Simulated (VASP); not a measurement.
ZnCd2SeS2:

```
Zn Cd Se S
1.0
     4.44519    0.00000    0.00000
    -2.22259    3.84965    0.00000
     0.00000    0.00000    8.51707
Zn Cd Se S
1 2 1 2
Direct
  0.00000 0.00000 0.00000
  0.33333 0.66667 0.00000
  0.66667 0.33333 0.00000
  0.00000 0.00000 0.50000
  0.33333 0.66667 0.50000
  0.66667 0.33333 0.50000
```

The cell was built by a generator and needn't be a form met in nature.

```yaml
Program: VASP 6.6.1
Task: relaxation of cell and atoms
Functional: PBE
Potentials_or_basis: VASP PAW PBE potentials, release 64 (Zn, Cd, Se, S)
Cutoff: 520 eV
k_mesh: 4 × 4 × 2
Occupations: gaussian, width 0.15 eV
Spin: no spin polarisation
```

At the start: pressure 11.1 GPa; volume 24.29 Å³/atom.

Task: Where does the relaxation end?

Result: Over 14 steps the energy falls by 368.5 meV/atom and the volume is 20.82 Å³/atom (-14.3 %); space group P6/mmm (No. 191, to 0.05 Å).

The path:
| step | energy change (eV) | largest force (eV/Å) | pressure (GPa) | volume (Å³) |
| --- | --- | --- | --- | --- |
| 1 | 0.0000 | 0.0000 | 11.06 | 145.75 |
| 2 | -0.6906 | 0.0000 | -5.28 | 182.97 |
| 3 | -1.0234 | 0.0000 | -1.33 | 166.78 |
| 4 | -1.0237 | 0.0000 | -1.14 | 166.34 |
| 5 | -1.1132 | 0.0000 | -1.19 | 162.68 |
| 6 | -1.3723 | 0.0000 | -1.35 | 154.40 |
| 7 | -1.9824 | 0.0000 | -1.34 | 137.53 |
| 8 | -1.6284 | 0.0000 | 11.70 | 102.60 |
| 9 | -1.8769 | 0.0000 | 5.96 | 111.11 |
| 10 | -2.2043 | 0.0000 | 0.29 | 124.97 |
| 11 | -2.2061 | 0.0000 | 0.97 | 123.02 |
| 12 | -2.2074 | 0.0000 | 0.54 | 123.91 |
| 13 | -2.1968 | 0.0000 | -1.25 | 126.77 |
| 14 | -2.2111 | 0.0000 | -0.12 | 124.91 |

Final structure:
```yaml
crystal:
  lattice:
    - [4.85866, 0.00000, 0.00000]
    - [-2.42933, 4.20772, 0.00000]
    - [0.00000, 0.00000, 6.11003]
  atoms:
    - { symbol: Zn, position: [0.00000, 0.00000, 0.00000] }
    - { symbol: Cd, position: [0.33333, 0.66667, 0.00000] }
    - { symbol: Cd, position: [0.66667, 0.33333, 0.00000] }
    - { symbol: Se, position: [0.00000, 0.00000, 0.50000] }
    - { symbol: S, position: [0.33333, 0.66667, 0.50000] }
    - { symbol: S, position: [0.66667, 0.33333, 0.50000] }
```

Caveat: the k mesh is coarse (spacing up to 0.41 Å⁻¹), so the values aren't converged; the relaxation stopped at a loose force limit of 0.08 eV/Å, so its end isn't a converged minimum.
